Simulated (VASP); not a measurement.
Calculation: optB86b-vdW, VASP's PBE PAW potentials (set 64) (plane waves; VASP 6.6.1).

The input files of a VASP run:

### POSCAR
```
FeAl
1
    2.8545295741     0.0000000000     0.0000000000
    0.0000000000     2.8545295741     0.0000000000
   -0.0000000000     0.0000000000     2.8545295741
Al Fe
1 1
Direct
  0.5000000000   0.5000000000   0.5000000000
  0.0000000000   0.0000000000   0.0000000000
```

File KPOINTS:
```
Automatic
0
G
  12 12 12
0 0 0
```

INCAR:
```
SYSTEM = FeAl
PREC = Accurate
ENCUT = 520
EDIFF = 1E-6
NELM = 100
ALGO = Normal
LREAL = .FALSE.
LASPH = .TRUE.
ISMEAR = 1
SIGMA = 0.1
GGA = MK
PARAM1 = 0.1234
PARAM2 = 1.0
LUSE_VDW = .TRUE.
AGGAC = 0.0
LMAXMIX = 4
LWAVE = .FALSE.
LCHARG = .FALSE.
IBRION = 2
ISIF = 3
NSW = 60
EDIFFG = -0.01
```

POTCAR, in this order: Al Fe (PBE.64 set). Program: vasp_std.

What does the run give for the energy per atom (σ→0), band gap (on the k-mesh)?

energy per atom (σ→0): -4.575 eV/atom
band gap (on the k-mesh): none (metal, semimetal or under 0.01 eV)

### OSZICAR
```
...
DAV:   6    -0.127104408651E+02   -0.17303E+01   -0.67689E+01  1756   0.130E+02    0.168E+01
DAV:   7    -0.919485394376E+01    0.35156E+01   -0.33231E+01  1701   0.811E+01    0.244E+00
DAV:   8    -0.916404853307E+01    0.30805E-01   -0.20479E-01  1766   0.574E+00    0.136E+00
DAV:   9    -0.915061630279E+01    0.13432E-01   -0.44540E-02  1821   0.331E+00    0.319E-01
DAV:  10    -0.915025141294E+01    0.36489E-03   -0.10338E-03  2046   0.447E-01    0.134E-01
DAV:  11    -0.915024150341E+01    0.99095E-05   -0.29840E-05  1849   0.564E-02    0.848E-03
DAV:  12    -0.915024145191E+01    0.51497E-07   -0.72937E-07   956   0.104E-02
   1 F= -.91502415E+01 E0= -.91501329E+01  d E =-.915024E+01
```

The compound is FeAl in the CsCl type structure. It was relaxed first, which changed the volume by -6 %. The start is the result of an earlier pass. The run is not spin-polarised, so no magnetic state was tried. The electron count is odd and the run is not spin-polarised, which forces a metal.
